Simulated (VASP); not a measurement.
These are PBEsol GGA, VASP's PBE PAW potentials (set 64) (plane waves; VASP) values and carry that method's errors.

VASP input:

KPOINTS:
```
Automatic mesh
0
Gamma
18 18 18
0 0 0
```

**INCAR**
```
SYSTEM = CoC
PREC = Accurate
ENCUT = 520
EDIFF = 1E-7
NELM = 100
ALGO = Normal
LREAL = .FALSE.
LASPH = .TRUE.
ISMEAR = -5
GGA = PS
LMAXMIX = 4
LWAVE = .FALSE.
LCHARG = .TRUE.
LORBIT = 11
NEDOS = 601
ISIF = 2
```

### POSCAR
```
CoC
1
    0.0000000000     1.9792773558     1.9792773558
    1.9792773558     0.0000000000     1.9792773558
    1.9792773558     1.9792773558     0.0000000000
Co C
1 1
Direct
  0.0000000000   0.0000000000   0.0000000000
  0.5000000000   0.5000000000   0.5000000000
```

POTCAR, in this order: Co C (PBE.64 set). Program: vasp_std.

What VASP printed:

### OSZICAR
```
       N       E                     dE             d eps       ncg     rms          rms(c)
DAV:   1     0.483867923888E+02    0.48387E+02   -0.60870E+03  3964   0.148E+03
DAV:   2    -0.161968167247E+02   -0.64584E+02   -0.60670E+02  4018   0.243E+02
DAV:   3    -0.198515097824E+02   -0.36547E+01   -0.34904E+01  4278   0.646E+01
DAV:   4    -0.199360853015E+02   -0.84576E-01   -0.84365E-01  4434   0.103E+01
DAV:   5    -0.199380811225E+02   -0.19958E-02   -0.19992E-02  4434   0.165E+00    0.240E+01
DAV:   6    -0.242538573120E+02   -0.43158E+01   -0.12213E+02  4370   0.185E+02    0.252E+01
DAV:   7    -0.159598904208E+02    0.82940E+01   -0.46443E+01  4954   0.126E+02    0.388E+00
DAV:   8    -0.159871671625E+02   -0.27277E-01   -0.83888E-01  4148   0.987E+00    0.204E+00
DAV:   9    -0.159731726299E+02    0.13995E-01   -0.31729E-02  5590   0.284E+00    0.327E-01
DAV:  10    -0.159726900013E+02    0.48263E-03   -0.15347E-03  4680   0.724E-01    0.112E-01
DAV:  11    -0.159726071432E+02    0.82858E-04   -0.71883E-04  5908   0.383E-01    0.642E-02
DAV:  12    -0.159726044954E+02    0.26478E-05   -0.23037E-05  4744   0.731E-02    0.120E-02
DAV:  13    -0.159726025514E+02    0.19439E-05   -0.11467E-05  4824   0.266E-02    0.325E-03
DAV:  14    -0.159726025878E+02   -0.36389E-07   -0.23348E-07  3678   0.595E-03
   1 F= -.15972603E+02 E0= -.15972603E+02  d E =0.000000E+00
```

File OUTCAR:
```
------------------------ aborting loop because EDIFF is reached ----------------------------------------
  FORCE on cell =-STRESS in cart. coord.  units (eV):
  Direction    XX          YY          ZZ          XY          YZ          ZX
  --------------------------------------------------------------------------------------
  Total        0.0224661      0.0224661      0.0224661     -0.0000000      0.0000000     -0.0000000
  in kB        2.3210728      2.3210728      2.3210728     -0.0000000      0.0000000     -0.0000000
  external PRESSURE =       2.3210728 kB  Pullay stress =       0.0000000 kB
  volume of cell :       15.51
      direct lattice vectors                 reciprocal lattice vectors
     0.000000000  1.979277356  1.979277356    -0.252617451  0.252617451  0.252617451
     1.979277356  0.000000000  1.979277356     0.252617451 -0.252617451  0.252617451
     1.979277356  1.979277356  0.000000000     0.252617451  0.252617451 -0.252617451
 POSITION                                       TOTAL-FORCE (eV/Angst)
 -----------------------------------------------------------------------------------
      0.00000      0.00000      0.00000         0.000000      0.000000     -0.000000
      1.97928      1.97928      1.97928         0.000000      0.000000      0.000000
 -----------------------------------------------------------------------------------
    total drift:                                0.000000     -0.000000     -0.000000
  FREE ENERGIE OF THE ION-ELECTRON SYSTEM (eV)
  ---------------------------------------------------
  free  energy   TOTEN  =       -15.9726025878 eV

  energy  without entropy=      -15.9726025878  energy(sigma->0) =      -15.97260259

 total charge

# of ion       s       p       d       tot
------------------------------------------
    1        0.466   0.724   7.542   8.732
    2        0.879   1.456   0.000   2.335
--------------------------------------------------
tot          1.345   2.181   7.542  11.068
```
(Selected blocks of OUTCAR.)

File OUTCAR:
```
 val. band max:       11.3438570955   @ k =  -0.2222   0.3889   0.1667

 cond. band min:      11.3128064116   @ k =  -0.3333   0.2222   0.0556


 Fermi energy:        11.3088518190

 k-point     1 :       0.0000    0.0000    0.0000
  band No.  band energies     occupation
      1      -4.5758      2.00000
      2       8.6542      2.00000
      3       8.6542      2.00000
      4       8.6542      2.00000
      5       9.0770      2.00000
      6       9.0770      2.00000
      7      12.5015      0.00000
      8      12.5015      0.00000
      9      12.5015      0.00000
     10      24.2033      0.00000

 k-point     2 :       0.0556    0.0000    0.0000
  band No.  band energies     occupation
      1      -4.4976      2.00000
      2       8.5450      2.00000
      3       8.6435      2.00000
      4       8.6435      2.00000
      5       8.9493      2.00000
      6       8.9493      2.00000
      7      12.4095      0.00000
      8      12.7058      0.00000
      9      12.7058      0.00000
     10      24.3168      0.00000

 k-point     3 :       0.1111    0.0000    0.0000
  band No.  band energies     occupation
      1      -4.2646      2.00000
      2       8.2102      2.00000
      3       8.3791      2.00000
      4       8.3791      2.00000
      5       8.8970      2.00000
      6       8.8970      2.00000
      7      12.1771      0.00000
      8      13.2143      0.00000
      9      13.2143      0.00000
     10      24.5627      0.00000

 k-point     4 :       0.1667    0.0000    0.0000
  band No.  band energies     occupation
      1      -3.8824      2.00000
      2       7.6426      2.00000
      3       7.8935      2.00000
      4       7.8935      2.00000
      5       9.0354      2.00000
      6       9.0355      2.00000
      7      11.9005      0.00000
      8      13.8626      0.00000
      9      13.8626      0.00000
     10      24.4871      0.00000

 k-point     5 :       0.2222    0.0000    0.0000
...
```

For a metal the tetrahedron method with Blöchl corrections gives inexact stress and forces.

The structure was generated: CoC was put into the rock salt type (Fm-3m), which need not be its known phase. It was relaxed first, which changed the volume by -25 %. The run is not spin-polarised, so no magnetic state was tried. The electron count is odd and the run is not spin-polarised, which forces a metal.
